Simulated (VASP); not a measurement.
Runs of VASP 6.6.1 on As. It takes space group R-3m (No. 166, trigonal). Conventional cell: a = 3.760 Å, b = 3.760 Å, c = 10.457 Å, α = 90.00°, β = 90.00°, γ = 120.00°. As (site symmetry 3m) is surrounded by 3 As at 2.52 Å. 

```tsv
task	level	potentials or basis	cell	k mesh	cutoff (eV)	gap on the mesh (eV)	pressure (GPa)	relaxed volume (Å³/atom)
single point	PBEsol	VASP PAW PBE potentials, release 64 (As)	as given	15 × 15 × 15	520	none	0.5	-
relaxation of cell and atoms	RPBE	VASP PAW PBE potentials, release 64 (As)	relaxed	15 × 15 × 15	600	(b)	0.0	(a)
relaxation of cell and atoms	PBEsol	VASP PAW PBE potentials, release 64 (As)	relaxed	15 × 15 × 15	580	none	0.0	20.90
relaxation of cell and atoms	PBEsol	VASP PAW PBE potentials, release 64 (As)	relaxed	15 × 15 × 15	600	none	0.0	20.90
relaxation of cell and atoms	PBEsol	VASP PAW PBE potentials, release 64 (As)	relaxed	6 × 6 × 6	600	none	0.0	21.09
relaxation of cell and atoms	PBEsol	VASP PAW PBE potentials, release 64 (As)	relaxed	15 × 15 × 15	480	none	0.0	20.89
relaxation of cell and atoms	LDA	VASP PAW LDA potentials, release 64 (As)	relaxed	15 × 15 × 15	600	none	0.0	20.44
relaxation of cell and atoms	PBEsol	VASP PAW PBE potentials, release 64 (As)	relaxed	15 × 15 × 15	300	none	0.0	20.89
```

Alike in all rows: no spin polarisation; smearing gaussian 0.1 eV.

Q: Fill in the values left out.

A: (a) 36.62; (b) 1.55.

Caveats: the PAW data sets were made with another functional, which shifts forces and pressure a little (some runs); the volume moved by over 15 % at a fixed basis, so the end points are rough (some runs); an odd mesh through Γ misses points on the zone boundary, where band edges often lie (some runs); the volume moved by +72 % from the deposited cell, more than functionals usually miss (some runs).

A k mesh can miss the band edges, and the runs leave out spin-orbit coupling on As.

A gap of «none» marks a metal or a gap under the smearing width.

Runs at the PBE level aren't shown here.
